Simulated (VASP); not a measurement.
Computed with LDA (Ceperley-Alder, Perdew-Zunger), VASP's LDA PAW potentials (set 64) (plane waves; VASP).

VASP input:

### INCAR
```
SYSTEM = BN
PREC = Accurate
ENCUT = 580
EDIFF = 1E-6
NELM = 100
ALGO = Normal
LREAL = .FALSE.
LASPH = .TRUE.
ISMEAR = 0
SIGMA = 0.05
LWAVE = .FALSE.
LCHARG = .FALSE.
IBRION = 2
ISIF = 3
NSW = 60
EDIFFG = -0.02
```

File KPOINTS:
```
Automatic mesh
0
Gamma
9 9 3
0 0 0
```

**POSCAR**
```
BN
1.0
  2.4898723919   0.0000000000   0.0000000000
 -1.2449361960   2.1562931259   0.0000000000
  0.0000000000   0.0000000000   6.6555254303
B N
2 2
Cart
  1.2449374409   0.7187636565   4.9916440727
 -0.0000012450   1.4375294694   1.6638813576
 -0.0000012450   1.4375294694   4.9916440727
  1.2449374409   0.7187636565   1.6638813576
```

POTCAR, in this order: B N (LDA.64 set). Program: vasp_std.

Output

**OUTCAR**
```
 ion  position               nearest neighbor table
   1  0.667  0.333  0.750-   3 1.44   3 1.44   3 1.44
   2  0.333  0.667  0.250-   4 1.44   4 1.44   4 1.44
   3  0.333  0.667  0.750-   1 1.44   1 1.44   1 1.44
   4  0.667  0.333  0.250-   2 1.44   2 1.44   2 1.44
  LATTYP: Found a hexagonal cell.
 ALAT       =     2.4898723919
 C/A-ratio  =     2.6730387678
 Subroutine PRICEL returns:
 Original cell was already a primitive cell.
 Subroutine GETGRP returns: Found 24 space group operations
The static configuration has the point symmetry D_3d.
 The point group associated with its full space group is D_6h.
The dynamic configuration has the point symmetry D_3d.
 Subroutine INISYM returns: Found 24 space group operations
 Subroutine IBZKPT returns following result:
 Found     24 irreducible k-points:

 Following reciprocal coordinates:
            Coordinates               Weight
  0.000000  0.000000  0.000000      1.000000
  0.111111  0.000000  0.000000      6.000000
  0.222222  0.000000  0.000000      6.000000
  0.333333  0.000000  0.000000      6.000000
  0.444444  0.000000  0.000000      6.000000
...
```

**OSZICAR**
```
...
DAV:  12    -0.385816866358E+02    0.24669E-05   -0.14230E-05   672   0.307E-02    0.157E-03
DAV:  13    -0.385816866398E+02   -0.39909E-08   -0.55965E-07   464   0.639E-03
   1 F= -.38581687E+02 E0= -.38581687E+02  d E =-.385817E+02
       N       E                     dE             d eps       ncg     rms          rms(c)
DAV:   1    -0.385828465484E+02   -0.11599E-02   -0.28760E-02   608   0.151E+00    0.126E-01
DAV:   2    -0.385822314525E+02    0.61510E-03   -0.83809E-04   672   0.247E-01    0.586E-02
DAV:   3    -0.385820537466E+02    0.17771E-03   -0.31040E-04   700   0.135E-01    0.199E-02
DAV:   4    -0.385820383062E+02    0.15440E-04   -0.35588E-05   744   0.502E-02    0.565E-03
DAV:   5    -0.385820377131E+02    0.59302E-06   -0.42889E-06   668   0.176E-02
   2 F= -.38582038E+02 E0= -.38582038E+02  d E =-.351073E-03
       N       E                     dE             d eps       ncg     rms          rms(c)
DAV:   1    -0.385843350717E+02   -0.22968E-02   -0.69082E-02   576   0.234E+00    0.194E-01
DAV:   2    -0.385828630103E+02    0.14721E-02   -0.20110E-03   660   0.382E-01    0.907E-02
DAV:   3    -0.385824374894E+02    0.42552E-03   -0.74335E-04   700   0.209E-01    0.307E-02
DAV:   4    -0.385824006154E+02    0.36874E-04   -0.85098E-05   740   0.775E-02    0.877E-03
DAV:   5    -0.385823992093E+02    0.14061E-05   -0.10212E-05   680   0.271E-02    0.550E-03
DAV:   6    -0.385823988202E+02    0.38912E-06   -0.11967E-06   388   0.103E-02
   3 F= -.38582399E+02 E0= -.38582399E+02  d E =-.712180E-03
       N       E                     dE             d eps       ncg     rms          rms(c)
DAV:   1    -0.385902290403E+02   -0.78298E-02   -0.27830E-01   576   0.471E+00    0.391E-01
DAV:   2    -0.385843123925E+02    0.59166E-02   -0.81618E-03   648   0.770E-01    0.182E-01
DAV:   3    -0.385826122396E+02    0.17002E-02   -0.29345E-03   696   0.416E-01    0.618E-02
DAV:   4    -0.385824620031E+02    0.15024E-03   -0.33908E-04   728   0.154E-01    0.174E-02
DAV:   5    -0.385824568028E+02    0.52003E-05   -0.37774E-05   664   0.524E-02    0.108E-02
DAV:   6    -0.385824553520E+02    0.14508E-05   -0.48652E-06   676   0.200E-02    0.127E-03
DAV:   7    -0.385824553741E+02   -0.22096E-07   -0.14507E-07   340   0.350E-03
   4 F= -.38582455E+02 E0= -.38582455E+02  d E =-.768734E-03
       N       E                     dE             d eps       ncg     rms          rms(c)
DAV:   1    -0.385841663842E+02   -0.17110E-02   -0.57860E-02   576   0.214E+00    0.178E-01
DAV:   2    -0.385829306454E+02    0.12357E-02   -0.16692E-03   660   0.349E-01    0.831E-02
DAV:   3    -0.385825726678E+02    0.35798E-03   -0.62956E-04   696   0.193E-01    0.281E-02
DAV:   4    -0.385825419291E+02    0.30739E-04   -0.71400E-05   716   0.712E-02    0.808E-03
DAV:   5    -0.385825406665E+02    0.12626E-05   -0.89583E-06   680   0.253E-02    0.505E-03
DAV:   6    -0.385825403443E+02    0.32218E-06   -0.10347E-06   352   0.958E-03
   5 F= -.38582540E+02 E0= -.38582540E+02  d E =-.853704E-03
       N       E                     dE             d eps       ncg     rms          rms(c)
DAV:   1    -0.385826335107E+02   -0.92844E-04   -0.81433E-04   584   0.260E-01    0.253E-02
DAV:   2    -0.385826114142E+02    0.22097E-04   -0.37126E-05   632   0.527E-02    0.988E-03
DAV:   3    -0.385826070505E+02    0.43637E-05   -0.78540E-06   688   0.219E-02    0.359E-03
DAV:   4    -0.385826064089E+02    0.64157E-06   -0.10574E-06   416   0.906E-03
   6 F= -.38582606E+02 E0= -.38582606E+02  d E =-.660646E-04
       N       E                     dE             d eps       ncg     rms          rms(c)
DAV:   1    -0.385830460933E+02   -0.43904E-03   -0.74017E-03   580   0.784E-01    0.763E-02
DAV:   2    -0.385828445337E+02    0.20156E-03   -0.33969E-04   632   0.159E-01    0.296E-02
DAV:   3    -0.385828050578E+02    0.39476E-04   -0.71342E-05   688   0.659E-02    0.108E-02
DAV:   4    -0.385827993121E+02    0.57458E-05   -0.10865E-05   716   0.275E-02    0.335E-03
DAV:   5    -0.385827990635E+02    0.24853E-06   -0.10564E-06   360   0.905E-03
   7 F= -.38582799E+02 E0= -.38582799E+02  d E =-.258719E-03
       N       E                     dE             d eps       ncg     rms          rms(c)
DAV:   1    -0.385841449824E+02   -0.13457E-02   -0.29789E-02   580   0.157E+00    0.153E-01
DAV:   2    -0.385833414729E+02    0.80351E-03   -0.13565E-03   628   0.319E-01    0.594E-02
DAV:   3    -0.385831832582E+02    0.15821E-03   -0.28665E-04   684   0.132E-01    0.216E-02
DAV:   4    -0.385831605088E+02    0.22749E-04   -0.43026E-05   716   0.548E-02    0.665E-03
DAV:   5    -0.385831595573E+02    0.95152E-06   -0.46071E-06   664   0.180E-02
   8 F= -.38583160E+02 E0= -.38583160E+02  d E =-.619213E-03
       N       E                     dE             d eps       ncg     rms          rms(c)
DAV:   1    -0.385877401554E+02   -0.45796E-02   -0.12002E-01   580   0.316E+00    0.307E-01
DAV:   2    -0.385845066373E+02    0.32335E-02   -0.54900E-03   632   0.642E-01    0.119E-01
DAV:   3    -0.385838728296E+02    0.63381E-03   -0.11477E-03   688   0.265E-01    0.433E-02
DAV:   4    -0.385837815185E+02    0.91311E-04   -0.17190E-04   716   0.110E-01    0.133E-02
DAV:   5    -0.385837777510E+02    0.37675E-05   -0.18100E-05   672   0.357E-02    0.790E-03
DAV:   6    -0.385837771977E+02    0.55331E-06   -0.14167E-06   424   0.117E-02
   9 F= -.38583777E+02 E0= -.38583777E+02  d E =-.123685E-02
       N       E                     dE             d eps       ncg     rms          rms(c)
DAV:   1    -0.386005781506E+02   -0.16800E-01   -0.48689E-01   580   0.639E+00    0.618E-01
DAV:   2    -0.385875082416E+02    0.13070E-01   -0.22363E-02   632   0.130E+00    0.241E-01
DAV:   3    -0.385849553876E+02    0.25529E-02   -0.46266E-03   688   0.532E-01    0.874E-02
DAV:   4    -0.385845882736E+02    0.36711E-03   -0.68656E-04   716   0.219E-01    0.268E-02
DAV:   5    -0.385845734613E+02    0.14812E-04   -0.70461E-05   676   0.705E-02    0.158E-02
DAV:   6    -0.385845713354E+02    0.21258E-05   -0.59662E-06   684   0.230E-02    0.264E-03
DAV:   7    -0.385845713126E+02    0.22845E-07   -0.35988E-07   316   0.512E-03
  10 F= -.38584571E+02 E0= -.38584571E+02  d E =-.203097E-02
       N       E                     dE             d eps       ncg     rms          rms(c)
DAV:   1    -0.386490730521E+02   -0.64502E-01   -0.20003E+00   580   0.130E+01    0.125E+00
DAV:   2    -0.385960235616E+02    0.53049E-01   -0.92093E-02   632   0.264E+00    0.490E-01
DAV:   3    -0.385856762069E+02    0.10347E-01   -0.18798E-02   688   0.107E+00    0.177E-01
DAV:   4    -0.385842027307E+02    0.14735E-02   -0.27258E-03   720   0.438E-01    0.545E-02
DAV:   5    -0.385841451701E+02    0.57561E-04   -0.26923E-04   664   0.138E-01    0.318E-02
DAV:   6    -0.385841369024E+02    0.82677E-05   -0.22533E-05   700   0.450E-02    0.535E-03
DAV:   7    -0.385841368034E+02    0.99067E-07   -0.13593E-06   380   0.998E-03
  11 F= -.38584137E+02 E0= -.38584137E+02  d E =-.159646E-02
       N       E                     dE             d eps       ncg     rms          rms(c)
DAV:   1    -0.386140582022E+02   -0.29921E-01   -0.88495E-01   580   0.855E+00    0.830E-01
DAV:   2    -0.385901956434E+02    0.23863E-01   -0.39537E-02   636   0.173E+00    0.325E-01
DAV:   3    -0.385854467521E+02    0.47489E-02   -0.86574E-03   688   0.730E-01    0.117E-01
DAV:   4    -0.385847790090E+02    0.66774E-03   -0.12743E-03   720   0.301E-01    0.360E-02
DAV:   5    -0.385847496090E+02    0.29400E-04   -0.14212E-04   672   0.100E-01    0.212E-02
DAV:   6    -0.385847456475E+02    0.39615E-05   -0.11548E-05   684   0.322E-02    0.358E-03
DAV:   7    -0.385847455861E+02    0.61397E-07   -0.67727E-07   340   0.700E-03
  12 F= -.38584746E+02 E0= -.38584746E+02  d E =-.220524E-02
```

File OUTCAR:
```
------------------------ aborting loop because EDIFF is reached ----------------------------------------
  FORCE on cell =-STRESS in cart. coord.  units (eV):
  Direction    XX          YY          ZZ          XY          YZ          ZX
  --------------------------------------------------------------------------------------
  Total       -0.0605369     -0.0605369      0.0020133      0.0000000     -0.0000000      0.0000000
  in kB       -2.8036605     -2.8036615      0.0932426      0.0000000     -0.0000000      0.0000000
  external PRESSURE =      -1.8380265 kB  Pullay stress =       0.0000000 kB
  volume of cell :       34.59
      direct lattice vectors                 reciprocal lattice vectors
     2.490911822 -0.000000000 -0.000000000     0.401459414  0.231782660  0.000000000
    -1.245455911  2.157193299 -0.000000000     0.000000000  0.463565319  0.000000000
    -0.000000000 -0.000000000  6.438097804     0.000000000  0.000000000  0.155325382
  FREE ENERGIE OF THE ION-ELECTRON SYSTEM (eV)
  ---------------------------------------------------
  free  energy   TOTEN  =       -38.5847455861 eV

  energy  without entropy=      -38.5847455861  energy(sigma->0) =      -38.58474559

 reached required accuracy - stopping structural energy minimisation
```
(Selected blocks of OUTCAR.)

**CONTCAR**
```
BN
   1.00000000000000
     2.4909118220917557   -0.0000000000000230   -0.0000000000000000
    -1.2454559110959187    2.1571932993157552   -0.0000000000000000
    -0.0000000000000000   -0.0000000000000000    6.4380978040031778
  B               N
     2     2
Direct
     0.6666669999999968    0.3333330000000032    0.7500000000000000
     0.3333330000000032    0.6666669999999968    0.2500000000000000
     0.3333330000000032    0.6666669999999968    0.7500000000000000
     0.6666669999999968    0.3333330000000032    0.2500000000000000
```

Energy and stress use the plane-wave basis of the starting cell.

The compound is BN in the hex structure. This run relaxes it. Symmetry was kept, so distortions that lower it aren't found. The start is the result of an earlier pass.
